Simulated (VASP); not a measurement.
The input files of a VASP run:

### KPOINTS
```
Automatic
0
G
  11 11 11
```

INCAR:
```
SYSTEM = AlRu
PREC = Accurate
ENCUT = 300
EDIFF = 1E-6
NELM = 100
ALGO = Normal
LREAL = .FALSE.
LASPH = .TRUE.
ISMEAR = 0
SIGMA = 0.05
GGA = PE
LMAXMIX = 4
LWAVE = .FALSE.
LCHARG = .FALSE.
ISIF = 2
```

POSCAR:
```
AlRu
1.0
  2.9825000000   0.0000000000   0.0000000000
  0.0000000000   2.9825000000   0.0000000000
  0.0000000000   0.0000000000   2.9825000000
Al Ru
1 1
Direct
  0.0000000000   0.0000000000   0.0000000000
  0.5000000000   0.5000000000   0.5000000000
```

POTCAR, in this order: Al Ru_pv (PBE.64 set). Program: vasp_std.

Q: Translate this PBE calculation to Quantum ESPRESSO's pw.x.

A: One equivalent input (not run):
```
&CONTROL
  calculation = 'scf'
  pseudo_dir = './pseudo'
  outdir = './out'
  tprnfor = .true.
  tstress = .true.
/
&SYSTEM
  ibrav = 0
  nat = 2
  ntyp = 2
  ecutwfc = 84
  occupations = 'smearing'
  smearing = 'gaussian'
  degauss = 0.003675
  input_dft = 'pbe'
/
&ELECTRONS
  conv_thr = 7.3e-08
  electron_maxstep = 100
/
ATOMIC_SPECIES
  Al 26.982 Al.upf
  Ru 101.070 Ru.upf
CELL_PARAMETERS angstrom
     2.9825000    0.0000000    0.0000000
     0.0000000    2.9825000    0.0000000
     0.0000000    0.0000000    2.9825000
ATOMIC_POSITIONS crystal
  Al   0.0000000  0.0000000  0.0000000
  Ru   0.5000000  0.5000000  0.5000000
K_POINTS automatic
  11 11 11 0 0 0
```
Limits of the translation: the potentials are each code's own (VASP's PAW set, PseudoDojo norm-conserving files in pw.x), so ENCUT and ecutwfc are chosen apart and not converted; conv_thr bounds pw.x's estimated SCF error, while EDIFF bounds the energy change between steps.

The structure comes from a computed database's AlRu entry; how it stands against other phases isn't given here. The cell was not relaxed at this level.
